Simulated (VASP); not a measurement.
## SnSe (relaxed from the zinc blende structure, space group F-43m): computed properties

Method: PBE GGA, VASP's PBE PAW potentials (set 64) (plane waves; VASP 6.6.1).

```yaml
space_group: F-43m (216)
cell: a = b = c = 6.780 Å, α = β = γ = 90.00°
volume_per_atom: 38.95 Å³/atom
band gap (over mesh and band path): 0.05 eV
smallest direct gap (over mesh and band path): 0.68 eV
band_edge_character: indirect, W to X
density: 4.21 g/cm³
```

Space group F-43m (No. 216); a = b = c = 6.7798 Å, α = β = γ = 90.00°

```json
[
 {"atom": "Sn", "site": "4a", "symmetry": "-43m", "x": "0.0000", "y": "0.0000", "z": "0.0000"},
 {"atom": "Se", "site": "4d", "symmetry": "-43m", "x": "0.7500", "y": "0.7500", "z": "0.7500"}
]
```
(The calculation used a cell of 2 atoms; values per cell refer to that cell.)

Unless said otherwise, spin-orbit coupling is left out, though it shifts the bands of the heavy elements here.

The structure was generated: SnSe was put into the zinc blende type (F-43m), which need not be its known phase. It was relaxed first, which changed the volume by +46 %. Symmetry was kept, so distortions that lower it aren't found.
